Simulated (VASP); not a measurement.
Output of a VASP run:

File OSZICAR:
```
       N       E                     dE             d eps       ncg     rms          rms(c)
DAV:   1     0.456898740652E+02    0.45690E+02   -0.91312E+03  2288   0.146E+03
DAV:   2    -0.221636544955E+02   -0.67854E+02   -0.64103E+02  3038   0.283E+02
DAV:   3    -0.246510276016E+02   -0.24874E+01   -0.24648E+01  2937   0.479E+01
DAV:   4    -0.246733781286E+02   -0.22351E-01   -0.22262E-01  2780   0.445E+00
DAV:   5    -0.246737736905E+02   -0.39556E-03   -0.39529E-03  2996   0.444E-01    0.549E+01
DAV:   6    -0.217257465442E+02    0.29480E+01   -0.14999E+01  2733   0.297E+01    0.444E+01
DAV:   7    -0.216858892646E+02    0.39857E-01   -0.66594E-01  2615   0.768E+00    0.275E+01
DAV:   8    -0.216773347248E+02    0.85545E-02   -0.10138E-01  2702   0.312E+00    0.638E+00
DAV:   9    -0.216682502398E+02    0.90845E-02   -0.51499E-02  2718   0.166E+00    0.166E+00
DAV:  10    -0.216678901022E+02    0.36014E-03   -0.19464E-03  2684   0.409E-01    0.395E-01
DAV:  11    -0.216678858732E+02    0.42290E-05   -0.26985E-04  2831   0.147E-01    0.589E-02
DAV:  12    -0.216678824495E+02    0.34237E-05   -0.14967E-05  2695   0.396E-02    0.378E-02
DAV:  13    -0.216678820528E+02    0.39676E-06   -0.61724E-07  2714   0.889E-03    0.158E-03
DAV:  14    -0.216678820486E+02    0.41935E-08   -0.17292E-08  1483   0.128E-03
   1 F= -.18940468E+02 E0= -.18940329E+02  d E =-.189405E+02
```

### OUTCAR
```
------------------------ aborting loop because EDIFF is reached ----------------------------------------
  FORCE on cell =-STRESS in cart. coord.  units (eV):
  Direction    XX          YY          ZZ          XY          YZ          ZX
  --------------------------------------------------------------------------------------
  Total        2.7325201      2.7325201      2.7325201      0.0000000      0.0000000      0.0000000
  in kB      200.3744011    200.3744011    200.3744011      0.0000000      0.0000000      0.0000000
  external PRESSURE =       0.3744011 kB  Pullay stress =     200.0000000 kB
  volume of cell :       21.85
      direct lattice vectors                 reciprocal lattice vectors
     0.000000000  2.218880468  2.218880468    -0.225338862  0.225338862  0.225338862
     2.218880468  0.000000000  2.218880468     0.225338862 -0.225338862  0.225338862
     2.218880468  2.218880468  0.000000000     0.225338862  0.225338862 -0.225338862
 POSITION                                       TOTAL-FORCE (eV/Angst)
 -----------------------------------------------------------------------------------
      0.00000      0.00000      0.00000        -0.000000      0.000000     -0.000000
      2.21888      2.21888      2.21888         0.000000     -0.000000      0.000000
 -----------------------------------------------------------------------------------
    total drift:                                0.000000      0.000000      0.000000
  FREE ENERGIE OF THE ION-ELECTRON SYSTEM (eV)
  ---------------------------------------------------
  free  energy   TOTEN  =       -21.6678820486 eV

  energy  without entropy=      -21.6674658071  energy(sigma->0) =      -21.66774330
  enthalpy is  TOTEN    =       -18.9404676405 eV   P V=        2.7274144081

 reached required accuracy - stopping structural energy minimisation
```
(Selected blocks of OUTCAR.)

POSCAR:
```
HfN
1
    0.0000000000     2.2188804676     2.2188804676
    2.2188804676     0.0000000000     2.2188804676
    2.2188804676     2.2188804676    -0.0000000000
Hf N
1 1
Direct
  0.0000000000   0.0000000000   0.0000000000
  0.5000000000   0.5000000000   0.5000000000
```

Q: Write an INCAR and KPOINTS that could have produced this output.

A: One answer among several that fit: the input of the run itself, PBE GGA, plane waves, VASP's PBE PAW potentials (set 64).

**INCAR**
```
# general
SYSTEM   =  HfN
PREC     =  Accurate
ENCUT    =  600
LREAL    =  .FALSE.
LASPH    =  .TRUE.

# electronic loop
EDIFF    =  1E-7
NELM     =  100
ALGO     =  Normal
LMAXMIX  =  6

# smearing
ISMEAR   =  1
SIGMA    =  0.1

# functional
GGA      =  PE

# ions
IBRION   =  2
NSW      =  40
ISIF     =  3
EDIFFG   =  -0.01
PSTRESS  =  200

# output
LWAVE    =  .FALSE.
LCHARG   =  .FALSE.
```

**KPOINTS**
```
Automatic mesh
0
G
14 14 14
0 0 0
```

POTCAR, in this order: Hf_pv N (PBE.64 set). Program: vasp_std.

The compound is HfN in the rock salt structure. It was relaxed first under an external pressure of 20 GPa. The electron count is odd and the run is not spin-polarised, which forces a metal.
